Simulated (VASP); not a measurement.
Here is the system:

```yaml
crystal:
  lattice:
    - [0.00000, 2.73279, 2.73279]
    - [2.73279, 0.00000, 2.73279]
    - [2.73279, 2.73279, 0.00000]
  atoms:
    - { symbol: Ca, position: [0.00000, 0.00000, 0.00000] }
    - { symbol: F, position: [0.25000, 0.25000, 0.25000] }
    - { symbol: F, position: [0.75000, 0.75000, 0.75000] }
```

Calculation: optB88-vdW, VASP's PBE PAW potentials (set 64) (plane waves; VASP). Settings: 520 eV cut-off, Gaussian smearing of 0.050 eV, potentials Ca_sv F.

**Question.** Predict the band gap (along the path) with the smallest direct gap where there is one.

**Answer.** 
| Quantity | Result |
|---|---|
| band gap (along the path) | 7.23 eV |
| smallest direct gap (along the path) | 7.49 eV |

Total energies compare only between runs with the same potentials, cut-off and functional.

The compound is CaF2 in the fluorite structure. It was relaxed first.
